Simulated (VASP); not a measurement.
The system is MoS2.

```xyz
6
Lattice="3.1922 0.0000 0.0000 -1.5961 2.7646 0.0000 0.0000 0.0000 13.3783" Properties=species:S:1:pos:R:3 pbc="T T T"
Mo    1.5961    0.9215    3.3446
Mo    0.0000    1.8430   10.0337
S     1.5961    0.9215    8.4696
S     0.0000    1.8430    4.9087
S     1.5961    0.9215   11.5979
S     0.0000    1.8430    1.7804
```

The cell is a database's computed one.

```yaml
Program: VASP 6.6.1
Task: relaxation of cell and atoms
Functional: LDA
Potentials_or_basis: VASP PAW LDA potentials, release 64 (Mo_sv, S)
Cutoff: 600 eV
k_mesh: 12 × 12 × 2
Occupations: gaussian, width 0.02 eV
Spin: no spin polarisation
```

At the start: pressure -7.1 GPa; volume 19.68 Å³/atom.

Problem. Where does the relaxation end?

Solution. Over 27 steps the energy falls by 37.4 meV/atom and the volume is 17.01 Å³/atom (-13.5 %); space group P6_3/mmc (No. 194, to 0.05 Å).

The path:
```csv
step,energy change (eV),largest force (eV/Å),pressure (GPa),volume (Å³)
1,0.0000,0.5737,-7.10,118.07
2,0.3975,2.4091,17.09,103.78
3,-0.1309,0.2881,-0.54,113.04
4,-0.1310,0.3118,-0.36,112.91
5,-0.1461,0.0978,-0.18,111.80
6,-0.1462,0.0855,-0.17,111.74
7,-0.1502,0.0969,-0.09,111.30
8,-0.1621,0.1336,0.17,109.99
9,-0.1840,0.2173,0.84,107.36
10,-0.2042,0.4150,2.82,102.14
11,-0.2050,0.4073,2.78,102.09
12,-0.2075,0.3825,2.63,101.94
13,-0.2116,0.3339,2.39,101.65
14,-0.2171,0.2370,1.90,101.06
15,-0.2158,0.0443,1.05,99.87
16,-0.2185,0.1559,1.52,100.53
17,-0.2199,0.1393,1.34,100.74
18,-0.2228,0.0898,0.80,101.35
19,-0.2239,0.0087,-0.21,102.59
20,-0.2242,0.0218,0.10,102.21
21,-0.2242,0.0187,0.08,102.19
22,-0.2243,0.0087,0.03,102.14
23,-0.2243,0.0111,-0.07,102.05
24,-0.2243,0.0008,-0.03,102.10
25,-0.2243,0.0016,-0.03,102.09
26,-0.2243,0.0020,-0.03,102.09
27,-0.2243,0.0012,-0.02,102.07
```

Final structure:
```
Mo S
1.0
     3.12368    0.00000    0.00000
    -1.56184    2.70519    0.00000
     0.00000    0.00000   12.07881
Mo S
2 4
Cartesian
  1.5618 0.9017 3.0197
  0.0000 1.8035 9.0591
  1.5618 0.9017 7.5047
  0.0000 1.8035 4.5742
  1.5618 0.9017 10.6136
  0.0000 1.8035 1.4652
```
